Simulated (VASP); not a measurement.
Set up this calculation in VASP 6.6.1, as the native input.

```yaml
Task: electrostatic potential
Functional: r2SCAN
Dispersion: rVV10
Potentials_or_basis: VASP PAW PBE potentials, release 64 (Ag)
Cutoff: 520 eV
k_mesh: 18 × 18 × 18
Occupations: methfessel-paxton, width 0.1 eV
Spin: no spin polarisation
Further_INCAR_settings: ALGO = Normal; EDIFF = 1e-06
```

The structure of Ag lies in POSCAR:

```
Ag                                      
1.0
    0.0000000000      2.0408261938      2.0408261938
    2.0408261938      0.0000000000      2.0408261938
    2.0408261938      2.0408261938      0.0000000000
  Ag            
     1
Direct
     0.0000000000000000    0.0000000000000000    1.0000000000000000
```

The cell was built by a generator and needn't be a form met in nature.

These files were run (other wordings do the same):

INCAR

```
SYSTEM = Ag
PREC = Accurate
ENCUT = 520
EDIFF = 1E-6
ISMEAR = 1
SIGMA = 0.1
LREAL = .FALSE.
LASPH = .TRUE.
NELM = 100
ALGO = Normal
ISIF = 2
LWAVE = .FALSE.
LCHARG = .TRUE.
METAGGA = R2SCAN
LMIXTAU = .TRUE.
LUSE_VDW = .TRUE.
IVDW_NL = 2
BPARAM = 11.95
CPARAM = 0.0093
LVHAR = .TRUE.
```

KPOINTS

```
Automatic mesh
0
G
  18 18 18
  0 0 0
```

Potentials or basis: VASP PAW PBE potentials, release 64 (Ag).

The run is started by

```sh
$ cat potpaw_PBE.64/Ag/POTCAR > POTCAR
$ mpirun -np 1 vasp_std > vasp.out
```

It gave:

| Property | Result |
| --- | --- |
| Pressure | 0.0 GPa |
| Band gap on the k mesh | none (metal or under the smearing width) |

Caveat: the PAW data sets were made with another functional, which shifts forces and pressure a little.

It took 53 s on 1 thread of Intel(R) Xeon(R) 6975P-C (Granite Rapids), with other jobs on the host, peak memory 0.24 GiB.
